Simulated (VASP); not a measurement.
All values below come from PBE GGA, VASP's PBE PAW potentials (set 64) (plane waves; VASP).

Input for VASP

**POSCAR**
```
In
1
   -1.6250000000     1.6250000000     2.4750000000
    1.6250000000    -1.6250000000     2.4750000000
    1.6250000000     1.6250000000    -2.4750000000
In
1
Direct
  0.0000000000   0.0000000000   0.0000000000
```

INCAR:
```
ALGO=Normal
EDIFF=1E-6
ENCUT=400
GGA=PE
ISIF=2
ISMEAR=1
ISYM=0
LASPH=.True.
LCHARG=.False.
LMAXMIX=4
LREAL=.False.
LWAVE=.False.
NELM=100
PREC=Accurate
SIGMA=0.1
SYSTEM=In
```

**KPOINTS**
```
Automatic mesh
0
Gamma
14 14 14
0 0 0
```

POTCAR, in this order: In_d (PBE.64 set). Program: vasp_std.

The run wrote:

**OSZICAR**
```
       N       E                     dE             d eps       ncg     rms          rms(c)
DAV:   1     0.645039363366E+02    0.64504E+02   -0.56590E+03 27752   0.137E+03
DAV:   2    -0.127756449657E+00   -0.64632E+02   -0.63732E+02 28018   0.264E+02
DAV:   3    -0.252682498484E+01   -0.23991E+01   -0.23921E+01 31986   0.610E+01
DAV:   4    -0.257929484272E+01   -0.52470E-01   -0.52456E-01 34886   0.888E+00
DAV:   5    -0.258149996292E+01   -0.22051E-02   -0.22051E-02 33594   0.148E+00    0.230E+00
DAV:   6    -0.255850850953E+01    0.22991E-01   -0.44409E-02 31488   0.469E+00    0.114E+00
DAV:   7    -0.255400278683E+01    0.45057E-02   -0.14145E-02 31918   0.245E+00    0.258E-01
DAV:   8    -0.255371876833E+01    0.28402E-03   -0.79037E-04 33904   0.561E-01    0.325E-02
DAV:   9    -0.255372458513E+01   -0.58168E-05   -0.13066E-05 36674   0.520E-02    0.135E-02
DAV:  10    -0.255372514663E+01   -0.56150E-06   -0.10110E-06 18660   0.140E-02
   1 F= -.25537251E+01 E0= -.25537303E+01  d E =0.154395E-04
```

OUTCAR:
```
------------------------ aborting loop because EDIFF is reached ----------------------------------------
  FORCE on cell =-STRESS in cart. coord.  units (eV):
  Direction    XX          YY          ZZ          XY          YZ          ZX
  --------------------------------------------------------------------------------------
  Total        0.2811118      0.2811119      0.3586166     -0.0000084     -0.0000110     -0.0000130
  in kB       17.2285134     17.2285144     21.9785482     -0.0005125     -0.0006749     -0.0007961
  external PRESSURE =      18.8118587 kB  Pullay stress =       0.0000000 kB
  volume of cell :       26.14
      direct lattice vectors                 reciprocal lattice vectors
    -1.625000000  1.625000000  2.475000000     0.000000000  0.307692308  0.202020202
     1.625000000 -1.625000000  2.475000000     0.307692308  0.000000000  0.202020202
     1.625000000  1.625000000 -2.475000000     0.307692308  0.307692308  0.000000000
 POSITION                                       TOTAL-FORCE (eV/Angst)
 -----------------------------------------------------------------------------------
      0.00000      0.00000      0.00000         0.000001      0.000002     -0.000002
 -----------------------------------------------------------------------------------
    total drift:                                0.000001      0.000002     -0.000002
  FREE ENERGIE OF THE ION-ELECTRON SYSTEM (eV)
  ---------------------------------------------------
  free  energy   TOTEN  =        -2.5537251466 eV

  energy  without entropy=       -2.5537405861  energy(sigma->0) =       -2.55373029
```
(Selected blocks of OUTCAR.)

OUTCAR:
```
 val. band max:        7.5777781631   @ k =  -0.2857  -0.2143  -0.4286

 cond. band min:       7.6191856019   @ k =   0.2143  -0.0714   0.2857


 Fermi energy:         7.5852504040

 k-point     1 :       0.0000    0.0000    0.0000
  band No.  band energies     occupation
      1      -7.1776      2.00000
      2      -7.0728      2.00000
      3      -7.0728      2.00000
      4      -6.9933      2.00000
      5      -6.8855      2.00000
      6      -2.0186      2.00000
      7      18.0799      0.00000
      8      18.0799      0.00000
      9      18.2520      0.00000
     10      19.1112      0.00000

 k-point     2 :       0.0714    0.0000    0.0000
  band No.  band energies     occupation
      1      -7.1693      2.00000
      2      -7.0733      2.00000
      3      -7.0648      2.00000
      4      -6.9917      2.00000
      5      -6.8887      2.00000
      6      -1.9066      2.00000
      7      16.7241      0.00000
      8      17.9107      0.00000
      9      17.9395      0.00000
     10      18.9422      0.00000

 k-point     3 :       0.0000    0.0714    0.0000
  band No.  band energies     occupation
      1      -7.1693      2.00000
      2      -7.0733      2.00000
      3      -7.0648      2.00000
      4      -6.9917      2.00000
      5      -6.8887      2.00000
      6      -1.9066      2.00000
      7      16.7241      0.00000
      8      17.9107      0.00000
      9      17.9395      0.00000
     10      18.9422      0.00000

 k-point     4 :       0.0000    0.0714   -0.0714
  band No.  band energies     occupation
      1      -7.1693      2.00000
      2      -7.0733      2.00000
      3      -7.0648      2.00000
      4      -6.9917      2.00000
      5      -6.8887      2.00000
      6      -1.9066      2.00000
      7      16.7241      0.00000
      8      17.9107      0.00000
      9      17.9395      0.00000
     10      18.9422      0.00000

 k-point     5 :       0.0714    0.0000   -0.0714
...
```

Unless said otherwise, spin-orbit coupling is left out, though it shifts the bands of the heavy elements here.

The compound is In in the bct structure. The cell was not relaxed at this level. The run is one of a series of settings (ISYM = 0 against the base run), some of them coarse on purpose.
